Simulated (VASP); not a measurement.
Given:

```xyz
6
Lattice="5.0488 0.0000 0.0000 -2.5244 4.3724 0.0000 0.0000 0.0000 4.0739" Properties=species:S:1:pos:R:3 pbc="T T T"
Mn     2.5244     0.0000     0.0000
Mn     1.2622     2.1862     0.0000
Mn    -1.2622     2.1862     0.0000
B      0.0000     0.0000     0.0000
B      0.0000     2.9149     2.0370
B      2.5244     1.4575     2.0370
```
Starting moments (μB, in the order of the record's atoms Mn Mn Mn B B B): 4.0 4.0 4.0 0.0 0.0 0.0.

Computed with PBE GGA, VASP's PBE PAW potentials (set 64) (plane waves; VASP). Numerical set-up: 400 eV cut-off, 3×3×4 Γ-centred mesh, Fermi-Dirac smearing of 0.10 eV, potentials Mn_pv B.

At this cut-off the stress carries a Pulay error, which pulls relaxed volumes low. The moments were started parallel, and other spin orders were not tried in this run.

Question: Give the stress tensor in GPa (positive for a compressed cell).

Answer: 
```
-21.75    0.00    0.00
  0.00  -21.75    0.00
  0.00    0.00  -38.35
```
The pressure is its mean diagonal, -27.29 GPa.

The structure was generated: MnB was put into an ordered model structure, which need not be its known phase. The cell was not relaxed at this level. The k-mesh is coarse (spacing up to 0.48 per Å, 2π included), so the numbers may not be converged in it.
